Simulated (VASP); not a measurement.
Here is the system:

```
Ga
1.0
    2.65856     0.00000     0.00000
    0.00000     2.65856     0.00000
    0.00000     0.00000     2.65856
Ga
1
Direct
  0.00000   0.00000   0.00000
```

Method: PBEsol GGA, VASP's PBE PAW potentials (set 64) (plane waves; VASP). Settings: 400 eV cut-off, Gaussian smearing of 0.050 eV, potentials Ga_d.

Problem. Give the energies of bands 6 to 9 at the high-symmetry points, in eV from the Fermi level.

Solution. 
| band | Γ | X | M | R |
|---|---|---|---|---|
| 6 | -11.00 | -6.28 | -1.37 | 2.78 |
| 7 | 9.41 | -4.40 | -0.74 | 2.78 |
| 8 | 9.41 | 13.12 | -0.74 | 2.78 |
| 9 | 9.41 | 13.12 | 4.22 | 4.58 |

It has no gap at this level: it comes out as a metal or semimetal.

The structure was generated: Ga was put into the simple-cubic type (Pm-3m), which need not be its known phase. It was relaxed first, which changed the volume by -11 %.
